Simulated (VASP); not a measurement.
An input for Quantum ESPRESSO's pw.x (written as the equivalent of a VASP run, and not itself run):

```
&CONTROL
  calculation = 'vc-relax'
  pseudo_dir = './pseudo'
  outdir = './out'
  tprnfor = .true.
  tstress = .true.
  nstep = 60
  forc_conv_thr = 0.00078
/
&SYSTEM
  ibrav = 0
  nat = 4
  ntyp = 2
  ecutwfc = 82
  occupations = 'smearing'
  smearing = 'methfessel-paxton'
  degauss = 0.00735
  input_dft = 'pbesol'
/
&ELECTRONS
  conv_thr = 7.3e-08
  electron_maxstep = 100
/
&IONS
/
&CELL
/
ATOMIC_SPECIES
  Sn 118.710 Sn.upf
  C 12.011 C.upf
CELL_PARAMETERS angstrom
     3.3190719    0.0000000    0.0000000
    -1.6595360    2.8744007   -0.0000000
     0.0000000    0.0000000    5.8353949
ATOMIC_POSITIONS crystal
  Sn   0.0000000  0.0000000  0.0000000
  Sn   0.0000000  0.0000000  0.5000000
  C    0.3333330  0.6666670  0.2500000
  C    0.6666670  0.3333330  0.7500000
K_POINTS automatic
  10 10 5 0 0 0
```

Q: Write the VASP files for the same calculation (PBEsol).

A: This is not unique; one that fits is 
### INCAR
```
ALGO = Normal
EDIFF = 1E-6
EDIFFG = -0.02
ENCUT = 520
GGA = PS
IBRION = 2
ISIF = 3
ISMEAR = 1
LASPH = T
LCHARG = F
LMAXMIX = 4
LREAL = F
LWAVE = F
NELM = 100
NSW = 60
PREC = Accurate
SIGMA = 0.1
SYSTEM = SnC
```

File POSCAR:
```
SnC
1
    3.3190719411     0.0000000000     0.0000000000
   -1.6595359706     2.8744006971    -0.0000000000
    0.0000000000     0.0000000000     5.8353948936
Sn C
2 2
Direct
  0.0000000000   0.0000000000   0.0000000000
  0.0000000000   0.0000000000   0.5000000000
  0.3333330000   0.6666670000   0.2500000000
  0.6666670000   0.3333330000   0.7500000000
```

KPOINTS:
```
kpoints
0
Gamma
  10 10 5
0 0 0
```

POTCAR, in this order: Sn_d C (PBE.64 set). Program: vasp_std.

The two are equivalent in intent, not identical: the potentials are each code's own (VASP's PAW set, PseudoDojo norm-conserving files in pw.x), so ENCUT and ecutwfc are chosen apart and not converted; conv_thr bounds pw.x's estimated SCF error, while EDIFF bounds the energy change between steps; forc_conv_thr acts on force components and is met together with etot_conv_thr.

The structure was generated: SnC was put into the NiAs type type (P6_3/mmc), which need not be its known phase. This run relaxes it. Symmetry was kept, so distortions that lower it aren't found. The start is the result of an earlier pass.
